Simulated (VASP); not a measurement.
Here is a VASP 6.6.1 calculation.

The input INCAR:

```
SYSTEM = InP
PREC = Accurate ; ENCUT = 350
EDIFF = 1E-7 ; ISMEAR = 0
SIGMA = 0.02 ; LREAL = .FALSE.
LASPH = .TRUE. ; NELM = 80
ALGO = Normal ; ISIF = 3
LWAVE = .FALSE. ; LCHARG = .FALSE.
IBRION = 2 ; NSW = 80
EDIFFG = -0.002
```

File KPOINTS:

```
Automatic mesh
0
G
  6 6 6
  0 0 0
```

Contents of POSCAR:

```
InP                                     
1.0
    0.0000000000      2.9108340625      2.9108340625
    2.9108340625      0.0000000000      2.9108340625
    2.9108340625      2.9108340625      0.0000000000
  In              P             
     1     1
Direct
     0.0000000000000000    0.0000000000000000    0.0000000000000000
     0.2500000000000000    0.2500000000000000    0.2500000000000000
```

Potentials or basis: VASP PAW LDA potentials, release 64 (In_d, P).

Run with:

```bash
$ cat potpaw_LDA.64/In_d/POTCAR potpaw_LDA.64/P/POTCAR > POTCAR
$ mpirun -np 1 vasp_std > vasp.out
```

Q: What does it give for the band gap on the k mesh?

A: 0.62 eV, direct.

Q: Estimate the relaxed cell.

A: a = 4.116 Å, b = 4.116 Å, c = 4.116 Å, α = 60.00°, β = 60.00°, γ = 60.00°.

Q: Predict the relaxed volume.

A: 24.66 Å³/atom.

Q: What does it give for the space group after relaxing (to 0.05 Å)?

A: F-43m (No. 216).

Final structure:
```cif
data_structure
_symmetry_space_group_name_H-M 'P 1'
_symmetry_Int_Tables_number 1
_cell_length_a 4.1161
_cell_length_b 4.1161
_cell_length_c 4.1161
_cell_angle_alpha 60.000
_cell_angle_beta 60.000
_cell_angle_gamma 60.000
_cell_volume 49.31
loop_
_atom_site_label
_atom_site_type_symbol
_atom_site_fract_x
_atom_site_fract_y
_atom_site_fract_z
_atom_site_occupancy
In1 In 0.00000 0.00000 0.00000 1
P1 P 0.25000 0.25000 0.25000 1
```

Caveat: spin-orbit coupling is left out, which moves the levels of the heavy elements.
